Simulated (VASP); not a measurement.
A convergence study with VASP on Nb (bcc): a few settings are varied, all else stays as given below, so the limit is that of these other settings. The cell's lengths are 1 % over those of the tabulated start, so it is off equilibrium.

```
Nb
1.0
   -1.66650     1.66650     1.66650
    1.66650    -1.66650     1.66650
    1.66650     1.66650    -1.66650
Nb
1
Cartesian
  0.00000   0.00000   0.00000
```

Method: PBEsol GGA, VASP's PBE PAW potentials (set 64) (plane waves; VASP). The last row used: 550 eV cut-off, 13×13×13 Γ-centred mesh, first-order Methfessel-Paxton smearing of 0.10 eV, potentials Nb_sv.

| setting | E (eV/atom) | pressure (GPa) | electronic steps |
|---|---|---|---|
| ALGO = Normal, EDIFF = 1E-2 | -10.9267 | -11.87 | 8 |
| ALGO = Normal, EDIFF = 1E-3 | -10.9268 | -10.55 | 9 |
| ALGO = Normal, EDIFF = 1E-4 | -10.9269 | -10.57 | 9 |
| ALGO = Normal, EDIFF = 1E-5 | -10.9269 | -10.02 | 11 |
| ALGO = Normal, EDIFF = 1E-6 | -10.9269 | -10.03 | 12 |
| ALGO = Normal, EDIFF = 1E-7 | -10.9269 | -10.03 | 12 |
| ALGO = Normal, EDIFF = 1E-8 | -10.9269 | -10.01 | 14 |
| ALGO = Normal, EDIFF = 1E-9 | -10.9269 | -10.01 | 17 |
| ALGO = Fast, EDIFF = 1E-2 | -10.9226 | -17.90 | 8 |
| ALGO = Fast, EDIFF = 1E-3 | -10.9260 | -11.40 | 10 |
| ALGO = Fast, EDIFF = 1E-4 | -10.9268 | -10.43 | 14 |
| ALGO = Fast, EDIFF = 1E-5 | -10.9269 | -10.06 | 18 |
| ALGO = Fast, EDIFF = 1E-6 | -10.9269 | -10.02 | 24 |
| ALGO = Fast, EDIFF = 1E-7 | -10.9269 | -10.01 | 30 |
| ALGO = Fast, EDIFF = 1E-8 | -10.9269 | -10.01 | 42 |
| ALGO = Fast, EDIFF = 1E-9 | -10.9269 | -10.01 | 55 |
| ALGO = All, EDIFF = 1E-2 | -10.9252 | -10.90 | 10 |
| ALGO = All, EDIFF = 1E-3 | -10.9267 | -9.86 | 12 |
| ALGO = All, EDIFF = 1E-4 | -10.9268 | -10.19 | 13 |
| ALGO = All, EDIFF = 1E-5 | -10.9269 | -10.00 | 16 |
| ALGO = All, EDIFF = 1E-6 | -10.9269 | -10.02 | 20 |
| ALGO = All, EDIFF = 1E-7 | -10.9269 | -10.01 | 24 |
| ALGO = All, EDIFF = 1E-8 | -10.9269 | -10.01 | 33 |
| ALGO = All, EDIFF = 1E-9 | -10.9269 | -10.01 | 37 |

Left out are rungs that failed or repeat a setting and relaxations that didn't move; long series are thinned to 24 rows.

The compound is Nb in the bcc structure. The cell was not relaxed at this level.
